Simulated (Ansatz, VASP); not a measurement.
# One calculation of Ta4W, two programs

```
Ta W
1.0
    -3.08879    3.08879    2.37258
     3.08879   -3.08879    2.37258
     3.08879    3.08879   -2.37258
Ta W
4 1
Direct
  0.88779 0.69712 0.58491
  0.11221 0.30288 0.41509
  0.69712 0.11221 0.80933
  0.30288 0.88779 0.19067
  0.50000 0.50000 0.00000
```

Alike in both runs: functional PBE; k mesh 6 × 6 × 6; occupations gaussian, width 0.1 eV; no spin polarisation.

Ansatz relaxed the structure, and its values are those at the end. VASP's run is a single point on that final structure, the one shown.

|  | VASP | Ansatz |
| --- | --- | --- |
| version | VASP 6.6.1 | Ansatz 0.2.0 |
| potentials or method | VASP PAW PBE potentials, release 64 (Ta_pv, W_sv) | scalar-relativistic, plane waves, PAW |
| plane-wave cutoff (eV) | 520 | 420 |
| valence electrons in the cell | 58 | 66 |

```csv
,VASP,Ansatz,Ansatz less VASP
gap on the k mesh at the Fermi level (eV),none,none,-
pressure (GPa),0.4,0.2,-0.17
rms of the force components (eV/Å),0.011,0.005,-0.0057
```

A gap of «none» marks a metal or a gap that the smearing closes. The functional is the same, so the differences come from potentials, cutoffs and numerics. The two sets of potentials don't hold the same shells in valence.

The runs have no spin-orbit coupling, so splittings on Ta, W are missing.
